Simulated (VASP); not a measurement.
VASP ran on this input.

INCAR:
```
# general
SYSTEM   = GaP
PREC     = Accurate
ENCUT    = 520
LREAL    = .FALSE.   # projection in real space or not
LASPH    = .TRUE.

# electronic loop
EDIFF    = 1E-7   # SCF stop (eV)
NELM     = 100
ALGO     = Normal
LMAXMIX  = 4

# smearing
ISMEAR   = 0
SIGMA    = 0.05

# functional
GGA      = MK
LUSE_VDW = .TRUE.
AGGAC    = 0.0
PARAM1   = 0.1234
PARAM2   = 1.0

# ions
ISIF     = 2   # forces and stress, cell fixed

# output
LWAVE    = .FALSE.
LCHARG   = .FALSE.
```

KPOINTS:
```
Automatic mesh
0
Gamma
 8 8 8
```

File POSCAR:
```
GaP
3.7900020
  0.0000000000   0.7071067429   0.7071067429
  0.7071067429   0.0000000000   0.7071067429
  0.7071067429   0.7071067429   0.0000000000
Ga P
1 1
direct
  0.0000000000   0.0000000000   0.0000000000
  0.2500000000   0.2500000000   0.2500000000
```

POTCAR, in this order: Ga_d P (PBE.64 set). Program: vasp_std.

Question: Translate this optB86b-vdW calculation to Quantum ESPRESSO's pw.x.

Answer: One equivalent input (not run):
```
&CONTROL
  calculation = 'scf'
  pseudo_dir = './pseudo'
  outdir = './out'
  tprnfor = .true.
  tstress = .true.
/
&SYSTEM
  ibrav = 0
  nat = 2
  ntyp = 2
  ecutwfc = 80
  occupations = 'smearing'
  smearing = 'gaussian'
  degauss = 0.003675
  input_dft = 'vdw-df-ob86'
/
&ELECTRONS
  conv_thr = 7.3e-09
  electron_maxstep = 100
/
ATOMIC_SPECIES
  Ga 69.723 Ga.upf
  P 30.974 P.upf
CELL_PARAMETERS angstrom
     0.0000000    2.6799360    2.6799360
     2.6799360    0.0000000    2.6799360
     2.6799360    2.6799360    0.0000000
ATOMIC_POSITIONS crystal
  Ga   0.0000000  0.0000000  0.0000000
  P    0.2500000  0.2500000  0.2500000
K_POINTS automatic
  8 8 8 0 0 0
```
Limits of the translation: the potentials are each code's own (VASP's PAW set, PseudoDojo norm-conserving files in pw.x), so ENCUT and ecutwfc are chosen apart and not converted; conv_thr bounds pw.x's estimated SCF error, while EDIFF bounds the energy change between steps.

The compound is GaP in the zinc blende structure. This cell is one point of a volume scan, at 0.94 of the reference volume.
